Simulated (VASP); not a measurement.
All values below come from r2SCAN meta-GGA, VASP's PBE PAW potentials (set 64) (plane waves; VASP 6.6.1).

VASP input:

KPOINTS:
```
Automatic mesh
0
Gamma
6 6 4
0 0 0
```

POSCAR:
```
YN
1
    3.9904078668     0.0000000000     0.0000000000
   -1.9952039334     3.4557945379     0.0000000000
    0.0000000000     0.0000000000     4.8639689787
Y N
2 2
Direct
  0.3333330000   0.6666670000   0.7500000000
  0.6666670000   0.3333330000   0.2500000000
  0.3333330000   0.6666670000   0.2500000000
  0.6666670000   0.3333330000   0.7500000000
```

INCAR:
```
SYSTEM = YN
PREC = Accurate
ENCUT = 520
EDIFF = 1E-6
NELM = 100
ALGO = Normal
LREAL = .FALSE.
LASPH = .TRUE.
ISMEAR = 0
SIGMA = 0.05
METAGGA = R2SCAN
LMIXTAU = .TRUE.
LMAXMIX = 4
LWAVE = .FALSE.
LCHARG = .FALSE.
IBRION = 2
ISIF = 3
NSW = 60
EDIFFG = -0.02
```

POTCAR, in this order: Y_sv N (PBE.64 set). Program: vasp_std.

Energy and stress use the plane-wave basis of the starting cell.

Question: Predict the energy per atom (σ→0), volume per atom, band gap (on the k-mesh).

Answer: 
energy per atom (σ→0): -16.613 eV/atom
band gap (on the k-mesh): 1.12 eV
volume per atom: 17.15 Å³/atom

### OSZICAR
```
...
DAV:   5    -0.664520835331E+02   -0.98854E-03   -0.21777E-02  1412   0.931E-01    0.313E-01
DAV:   6    -0.664515062741E+02    0.57726E-03   -0.14066E-02  1296   0.116E+00    0.465E-01
DAV:   7    -0.664531971130E+02   -0.16908E-02   -0.41501E-03   900   0.632E-01    0.786E-02
DAV:   8    -0.664534445097E+02   -0.24740E-03   -0.81017E-04  1056   0.256E-01    0.447E-02
DAV:   9    -0.664534204507E+02    0.24059E-04   -0.27248E-05  1060   0.474E-02    0.892E-03
DAV:  10    -0.664534262718E+02   -0.58211E-05   -0.72759E-06  1172   0.225E-02    0.774E-03
DAV:  11    -0.664534262610E+02    0.10789E-07   -0.10761E-06   520   0.108E-02
   3 F= -.66453426E+02 E0= -.66453426E+02  d E =-.153399E-01
```

The structure comes from a computed database's YN entry (P6_3/mmc); how it stands against other phases isn't given here. This run relaxes it. Symmetry was kept, so distortions that lower it aren't found. The start is the result of an earlier pass.
